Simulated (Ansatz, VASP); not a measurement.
## Cross-check of Al (Aluminum) between VASP and Ansatz

One calculation is typed for both programs; each brings its own data sets and cutoff. How far apart do they land? The cell is taken from a series of VASP runs on this material, whose earlier steps may have relaxed, scaled or displaced it; both programs get it as it stands.

Method: plane waves, with VASP 6.6.1 beside it; relaxation of cell and atoms at PBEsol, in Ansatz 0.2.0.

### 1. The structure

Symmetry: Fm-3m, No. 225, cubic system. The conventional cell has a = 4.012 Å, b = 4.012 Å, c = 4.012 Å, α = 90.00°, β = 90.00°, γ = 90.00°. Nearest to Al lie 12 Al at 2.84 Å.

### 2. VASP: relaxation of cell and atoms, PBEsol

The relaxed volume is the usual yardstick between codes: its relative difference is about their pressure difference at one cell divided by the bulk modulus.

Lines of VASP's logs that name or quote its potential files are left out, and so is its time.

The input, INCAR:

```
SYSTEM = Al
PREC = Accurate
ENCUT = 400
EDIFF = 1E-07
NELM = 100
ISMEAR = 1
SIGMA = 0.15
LREAL = .FALSE.
ALGO = Normal
GGA = PS
NBANDS = 7
LORBIT = 11
LWAVE = .FALSE.
LCHARG = .FALSE.
KPAR = 16
IBRION = 2
NSW = 50
ISIF = 3
EDIFFG = -0.003
```

The input, POSCAR:

```
Al
1.0
    0.0000000000      2.0059487939      2.0059487939
    2.0059487939      0.0000000000      2.0059487939
    2.0059487939      2.0059487939      0.0000000000
Al
1
Direct
    0.0000000000      0.0000000000      0.0000000000
```

The input, KPOINTS:

```
Automatic mesh
0
Gamma
14 14 14
0 0 0
```

Potentials, in the order of the species: Al (PBE family, release 64).

Launch:

```
$ mpirun -np 16 vasp_std
```

Numbers of over 12 decimals in the logs are rounded to 6 here.

The program printed:

```text
[banner, memory and clock lines left out]
running   16 mpi-ranks, on    1 nodes
 distrk:  each k-point on    1 cores,   16 groups
 distr:  one band on    1 cores,    1 groups

 POSCAR found type information on POSCAR Al
 POSCAR found :  1 types and       1 ions
|                                                                             |
|           W    W    AA    RRRRR   N    N  II  N    N   GGGG   !!!           |
|           W    W   A  A   R    R  NN   N  II  NN   N  G    G  !!!           |
|           W    W  A    A  R    R  N N  N  II  N N  N  G       !!!           |
|           W WW W  AAAAAA  RRRRR   N  N N  II  N  N N  G  GGG   !            |
|           WW  WW  A    A  R   R   N   NN  II  N   NN  G    G                |
|           W    W  A    A  R    R  N    N  II  N    N   GGGG   !!!           |
|                                                                             |
|     For optimal performance we recommend to set                             |
|       NCORE = 2 up to number-of-cores-per-socket                            |
|     NCORE specifies how many cores store one orbital (NPAR=cpu/NCORE).      |
|     This setting can greatly improve the performance of VASP for DFT.       |
|     The default, NCORE=1 might be grossly inefficient on modern             |
|     multi-core architectures or massively parallel machines. Do your        |
|     Unfortunately you need to use the default for GW and RPA                |
|     calculations (for HF NCORE is supported but not extensively tested      |
|     yet).                                                                   |
|                                                                             |

|                                                                             |
|               ----> ADVICE to this user running VASP <----                  |
|                                                                             |
|     You enforced a specific xc type in the INCAR file but a different       |
|     [... a line on the potential file left out ...]
|     I HOPE YOU KNOW WHAT YOU ARE DOING!                                     |
|                                                                             |

 LDA part: xc-table for (Slater+PW92), standard interpolation
 POSCAR, INCAR and KPOINTS ok, starting setup
 FFT: planning ... GRIDC
 FFT: planning ... GRID_SOFT
 FFT: planning ... GRID
 WAVECAR not read
 entering main loop
       N       E                     dE             d eps       ncg     rms          rms(c)
DAV:   1    -0.296983521190E+01   -0.29698E+01   -0.73388E+02  1526   0.177E+02
DAV:   2    -0.410718276022E+01   -0.11373E+01   -0.10981E+01  1967   0.188E+01
DAV:   3    -0.411372646631E+01   -0.65437E-02   -0.65345E-02  2009   0.151E+00
DAV:   4    -0.411374015496E+01   -0.13689E-04   -0.13689E-04  2254   0.552E-02
DAV:   5    -0.411374016087E+01   -0.59112E-08   -0.51703E-08  1995   0.826E-04    0.144E+00
DAV:   6    -0.409624727479E+01    0.17493E-01   -0.21554E-03  1939   0.218E-01    0.817E-01
DAV:   7    -0.408443724927E+01    0.11810E-01   -0.58890E-03  1792   0.348E-01    0.173E-01
DAV:   8    -0.408442149030E+01    0.15759E-04   -0.23202E-05  2184   0.364E-02    0.124E-02
DAV:   9    -0.408442075084E+01    0.73946E-06   -0.37164E-07  2009   0.307E-03    0.811E-04
DAV:  10    -0.408442051631E+01    0.23453E-06   -0.37028E-09  1939   0.409E-04    0.595E-04
DAV:  11    -0.408442051238E+01    0.39261E-08   -0.12977E-10  1078   0.646E-05
   1 F= -.40844205E+01 E0= -.40843861E+01  d E =-.408442E+01
 curvature:   0.00 expect dE= 0.000E+00 dE for cont linesearch  0.000E+00
 trial: gam= 0.00000 g(F)=  0.577E-64 g(S)=  0.275E-05 ort = 0.000E+00 (trialstep = 0.100E+01)
 search vector abs. value=  0.275E-05
 bond charge predicted
       N       E                     dE             d eps       ncg     rms          rms(c)
DAV:   1    -0.408442178682E+01   -0.12705E-05   -0.19186E-05  1869   0.199E-02    0.355E-03
DAV:   2    -0.408442174614E+01    0.40678E-07   -0.10524E-07  1813   0.247E-03
   2 F= -.40844217E+01 E0= -.40843870E+01  d E =-.123376E-05
 trial-energy change:   -0.000001  1 .order   -0.000001   -0.000003    0.000000
 step:   0.9126(harm=  0.9126)  dis= 0.00000  next Energy=    -4.084422 (dE=-0.125E-05)
 reached required accuracy - stopping structural energy minimisation
```

OUTCAR, selected parts (step 2):

```text
ion  position               nearest neighbor table
   1  0.000  0.000  0.000-

  LATTYP: Found a face centered cubic cell.
 ALAT       =     4.0118975878

 Subroutine GETGRP returns: Found 48 space group operations
 (whereof 48 operations were pure point group operations)

The static configuration has the point symmetry O_h .

 Found    104 irreducible k-points:

   k-points           NKPTS =    104   k-points in BZ     NKDIM =    104   number of bands    NBANDS=      7

   dimension x,y,z NGX =    20 NGY =   20 NGZ =   20
   dimension x,y,z NGXF=    40 NGYF=   40 NGZF=   40

   ENCUT  =  400.0 eV  29.40 Ry    5.42 a.u.   4.63  4.63  4.63*2*pi/ulx,y,z

   NELECT =       3.0000    total number of electrons

 k-points in reciprocal lattice and weights: Automatic mesh
   0.00000000  0.00000000  0.00000000       0.000
   0.07142857  0.00000000  0.00000000       0.003
   0.14285714  0.00000000  0.00000000       0.003
   0.21428571  0.00000000  0.00000000       0.003
   0.28571429  0.00000000  0.00000000       0.003
   0.35714286  0.00000000  0.00000000       0.003
   0.42857143  0.00000000  0.00000000       0.003
   0.50000000  0.00000000  0.00000000       0.001
   0.07142857  0.07142857  0.00000000       0.002
[...]
-0.28571429  0.42857143  0.21428571       0.009
  -0.28571429  0.50000000  0.21428571       0.004

 average (electrostatic) potential at core
       1 -72.0574

 E-fermi :   8.1427

 k-point     1 :       0.0000    0.0000    0.0000
  band No.  band energies     occupation
      1      -3.1001      2.00000
      2      20.9103      0.00000
      3      20.9103      0.00000
      4      20.9103      0.00000
      5      22.5682      0.00000
      6      22.5682      0.00000
    ...

 k-point     2 :       0.0714    0.0000    0.0000
  band No.  band energies     occupation
      1      -2.9594      2.00000
      2      18.7821      0.00000
      3      20.4775      0.00000
      4      20.4775      0.00000
      5      23.1747      0.00000
      6      23.2188      0.00000
    ...

 k-point     3 :       0.1429    0.0000    0.0000
  band No.  band energies     occupation
      1      -2.5381      2.00000
      2      15.8676      0.00000
      3      19.8545      0.00000
      4      19.8545      0.00000
      5      23.0693      0.00000
      6      24.3533      0.00000
    ...

  Total        0.0004173      0.0004173      0.0004173      0.0000000     -0.0000000      0.0000000
  in kB        0.0414389      0.0414389      0.0414389      0.0000000     -0.0000000      0.0000000
  external PRESSURE =       0.0414389 kB  Pullay stress =       0.0000000 kB

  energy-cutoff  :      400.00
  volume of cell :       16.13
      direct lattice vectors                 reciprocal lattice vectors
     0.000000000  2.005527204  2.005527204    -0.249311004  0.249311004  0.249311004
     2.005527204  0.000000000  2.005527204     0.249311004 -0.249311004  0.249311004
     2.005527204  2.005527204 -0.000000000     0.249311004  0.249311004 -0.249311004

 POSITION                                       TOTAL-FORCE (eV/Angst)
 -----------------------------------------------------------------------------------
      0.00000      2.00553      2.00553         0.000000      0.000000      0.000000
 -----------------------------------------------------------------------------------
    total drift:                                0.000000      0.000000     -0.000000

  FREE ENERGIE OF THE ION-ELECTRON SYSTEM (eV)
  ---------------------------------------------------
  free  energy   TOTEN  =        -4.0844217461 eV

  energy  without entropy=       -4.0843176477  energy(sigma->0) =       -4.08438705

 reached required accuracy - stopping structural energy minimisation

 total charge
# of ion       s       p       d       tot
------------------------------------------
    1        0.426   0.350   0.000   0.775

[... 3 further parts left out ...]
```

### 3. Ansatz: relaxation of cell and atoms, PBEsol

Ansatz runs on its default PAW (the set named soft_2) files.

The same cell, functional, mesh and smearing now go to Ansatz, which takes its cutoff from its data sets.

The input, input.yaml:

```yaml
crystal:
  lattice:
    - [0.0, 2.0059487939, 2.0059487939]
    - [2.0059487939, 0.0, 2.0059487939]
    - [2.0059487939, 2.0059487939, 0.0]
  atoms:
    - { symbol: Al, position: [0.0, 0.0, 0.0] }
hamiltonian:
  xc: pbesol
  pseudopotentials: { kind: paw }
kpoints:
  mp_grid: { grid: [14, 14, 14] }
scf:
  occupations: { method: methfessel_paxton, width: 0.15 }
relax:
  f_tol: 0.01
  max_steps: 60
  cell: { stress_tol: 0.05 }
output:
  forces: true
  stress: true
```

Launch:

```
$ ansatz run input.yaml --threads 4 --pin off --max-ram 9216MiB --backend cpu --events-out ev --progress --plain --runs-dir out
```

The program printed:

```text
Engine: ansatz 0.2.0, aarch64-unknown-linux-gnu
Pseudopotentials: kind: paw
Pseudopotential: Al, paw, valence charge 3, recommended cutoff 420 eV (normal), Al.paw.azcp
Functional definition: PBEsol
  exchange = pbesol_x
  correlation = pbesol_c
Crystal: 1 atoms, lattice volume = 16.143 Å³
Basis set: ecut = 420 eV, 331 PW (Γ), exchange–correlation on 40×40×40 points (8 copies of the dense FFT grid, shifted against one another)
Bands: 6, of which v1, the nominal top of the filled ones, is band 2 counted from 1 (1 counted from 0)
Symmetry: 48 space group operations
Space group: Fm-3m (ITA 225), of the structure as read, at distance tolerance 2.5e-5 Å
k-points: 104 of 2744
Non-local potential: Al, projectors of the file, l = 0: 2, l = 1: 2, l = 2: 1
PAW form: soft (Blöchl's): semilocal exchange-correlation on the pseudo side does not see the compensation charge
PAW frozen core: Al, regenerated for the run's functional, and the local potential with it (the file was generated under x = pbe(κ = 0.804, μ = 0.219515), c = pbe(β = 0.066725))
PAW one-centre angular grid: Al, 110 points (default); XC on 64 Gauss nodes
Initial density: superposition of atomic densities (neutral atoms: chi_scale 0, normalization atom), corrected by the library's trained network
Initial wavefunctions: pseudopotential atomic-orbital guess
Functional: x = pbesol(κ = 0.804, μ = 0.123457), c = pbesol(β = 0.046)
SCF iter   1: F=—  HF=-524.540955 eV  |F-HF|=—  |Δ(HF+E_count)|=         —  Δρ=7.38e-4  dr2=4.12e-5  ethr=1.77e-3  ⟨swp⟩=4.7  Hψ=5252  notcnv=0
preconditioner: auto → none  [metal: Δε(μ)=0.061 eV  Ē_g=13.366 eV  σ=0.150 eV  W_gap=0.33  n_scr=0 (ndim 8)  ℏωp=16.0 eV  f_vac=0.000  D(μ)=0.51/eV (n_scr^D=0)]
SCF iter   2: F=—  HF=-524.540979 eV  |F-HF|=—  |Δ(HF+E_count)|=   2.44e-5  S|Δr|=    0.00e0  Δρ=3.79e-4  dr2=1.12e-5  ethr=1.37e-6  ⟨swp⟩=1.8  Hψ=1549  notcnv=0
SCF iter   3: F=—  HF=-524.540985 eV  |F-HF|=—  |Δ(HF+E_count)|=   6.45e-6  S|Δr|=    0.00e0  Δρ=2.46e-5  dr2=1.05e-7  ethr=3.73e-7  ⟨swp⟩=1.0  Hψ=577  notcnv=0
SCF iter   4: F=-524.540985 eV  HF=-524.540985 eV  |F-HF|=5.76e-9  |Δ(HF+E_count)|=   2.76e-8  S|Δr|=    0.00e0  Δρ=1.03e-5  dr2=1.80e-8  ethr=3.33e-9  ⟨swp⟩=3.0  Hψ=1203  notcnv=0
SCF 1 converged in 4 iterations: F = -524.540985 eV  dr2 = 1.80e-8
  greatest PAW one-centre occupation: 0.447 electrons in one spin orbital (limit 2), on the Al atom at site 0 (counted from 0), in its partial waves of l = 0
relax step   1: F+E_penalty+E_count = -524.54098543 eV  Δ(F+E_penalty+E_count) = +0.000e0 eV  max|allowed force component| = 0.000e0 eV/Å  Δτ_max = 0.0000 Å  P = -0.075 GPa  Ω = 16.143 Å³  (4 SCF iters, dr2 threshold 1.00e-7 eV, accepted)
[...]
relax step   2: F+E_penalty+E_count = -524.54099557 eV  Δ(F+E_penalty+E_count) = -1.014e-5 eV  max|allowed force component| = 0.000e0 eV/Å  Δτ_max = 0.0000 Å  P = +0.007 GPa  Ω = 16.127 Å³  energy of the carried Pulay correction = +6.790e-6 eV  (3 SCF iters, dr2 threshold 1.39e-8 eV, accepted)
[...]
relax step   3: F+E_penalty+E_count = -524.54098787 eV  Δ(F+E_penalty+E_count) = +7.705e-6 eV  max|allowed force component| = 0.000e0 eV/Å  Δτ_max = 0.0000 Å  P = +0.006 GPa  Ω = 16.127 Å³  stress off target by 5.96e-3 GPa  SCF on the basis re-selected at this cell (its energy is not comparable with the rows above)  (2 SCF iters)
basis re-selected at this cell: Δ(F+E_penalty+E_count) = +7.705e-6 eV, ΔP = -0.001 GPa vs the last step (what re-selecting the basis moved, of the pressure what is left beyond the Pulay correction that the steps carried, after the strain that the cell walked since its last selection, with what the two solves' SCF thresholds leave and, on support functions, any second-order correction that the steps lacked; it is no measure of the basis error at this ecutwfc). This SCF's stress stands 5.96e-3 GPa from its target on what of the cell is left free (relax.cell.stress_tol is 5.00e-2 GPa) and its largest allowed force component is 0.00e0 eV/Å (relax.f_tol is 1.00e-2 eV/Å): [rest of the remark cut]
SCF converged after 2 iterations
Stability not checked: this state was not tested for a lower state beside it, because cold or Methfessel-Paxton smearing, or corrected tetrahedra, fill the levels in a way that the test cannot read (fill_not_monotonic; see scf.lower_state_search)
Free energy (F): -524.540988 eV
Harris-Foulkes:  -524.540988 eV  (|F-HF|=1.33e-11)
Internal energy: -524.540887 eV  (E = F + TS)
E sigma→0 (E₀):  -524.540963 eV
Entropy (-TS):   -0.000101 eV (-0.101 meV/atom)
Fermi energy:    8.079427 eV
--- Per-component energies (eV) ---
  E_band       = 10.927100
  E_kinetic    = 23.184478
  E_local      = 10.136482  (includes V_loc(G=0)·N_el)
  E_nonlocal   = 10.372204
  E_hartree    = 0.107118
  E_xc         = -39.543823
  E_vxc        = -29.340678  (∫ρ·V_xc dr)
  E_paw        = -454.739566  (= ΣΔE_a)
  E_vpaw       = -3.639622  (= ΣTr[D̂ρ^β])
  E_aug_tail   = -0.000003  (compensation charges beyond the density's cutoff)
  E_ewald      = -74.076917
  E_core_change = 0.019139  (= ΣΔE_core)
  E_smearing   = -0.000101  (= −TS)
  E_closure    = 0.000000  (closes the sum)
  Σ components = -524.540988   (vs F -524.540988, Δ=0.00e0)
--- Forces (eV/Å), atoms counted from 1 ---
  atom   1  Al    -0.00000000    -0.00000000    -0.00000000
  max |Σ_I F_I| component: 1.80e-33 eV/Å
--- Stress (GPa, compression-positive) ---
        0.005956       0.000000       0.000000
        0.000000       0.005956       0.000000
        0.000000       0.000000       0.005956
  P = ⅓ Tr σ = 0.0060 GPa (0.060 kbar)
--- Relaxed structure (2 steps of the walk, 2 accepted, 1 SCFs on fresh bases) ---
  F+E_penalty+E_count = -524.54098787 eV   max|allowed force component| = 0.000e0 eV/Å   (the final SCF, on the basis selected at the relaxed cell)
  cell:  # Å, volume = 16.1274 Å³
    - [0, 2.005292, 2.005292]
    - [2.005292, 0, 2.005292]
    - [2.005292, 2.005292, 0]
  atoms:
    - { symbol: Al, position: [0.0, 0.0, 0.0] }
```

Wall time 0.55 s (4 threads of Arm Neoverse V2, shared host); peak memory 0.26 GiB.

### 4. Comparison

Known differences besides the potentials themselves: both relaxations stop at a tolerance, which leaves soft axes loose, and VASP keeps its plane-wave basis; the cutoff is 420 eV in Ansatz and 400 eV in VASP; Ansatz makes its cores anew for this functional, VASP keeps those of its PBE data sets; VASP leaves aspherical gradient terms in its spheres out (LASPH is not set), Ansatz keeps them; Ansatz adds a Pulay correction to the stress that steers its cell, VASP none. Total energies have different zeros and are not compared.

Both answers:

| quantity | Ansatz | VASP | difference |
| --- | --- | --- | --- |
| volume (Å³) | 16.13 | 16.13 | -0.04 % |
| edge a after relaxation, in the typed setting (Å) | 2.836 | 2.836 | -0.01 % |

The walks stopped with 0.01 GPa left in Ansatz and 0.00 GPa in VASP; each walk ends within a tolerance, so the volume difference is uncertain by about these residues over the bulk modulus, most in soft cells.

### 5. What came out

```
difference in volume (relaxation of cell and atoms, PBEsol) : -0.035 %
```

**Reading.** The difference in volume is -0.035 % (relaxation of cell and atoms, PBEsol), within the 1.2 % picked in this series as the mark of a large difference, as far as the stopping tolerances let one tell. Such differences can come from data sets, numerical settings and the points named under the comparisons, not from the functional's error against experiment.

[Lines on the potential files, build, host, timing and source positions are cut from VASP's logs without a mark.]

[Logs are printed without paths, hosts, clocks, repeated set-up lines and the standing remarks that a program may print on its own settings, such as how far it seeks lower states.]

[Hosts, paths, dates, database ids (printed as entryN), source tags and the programs' standing remarks are cut or masked in the printed files.]
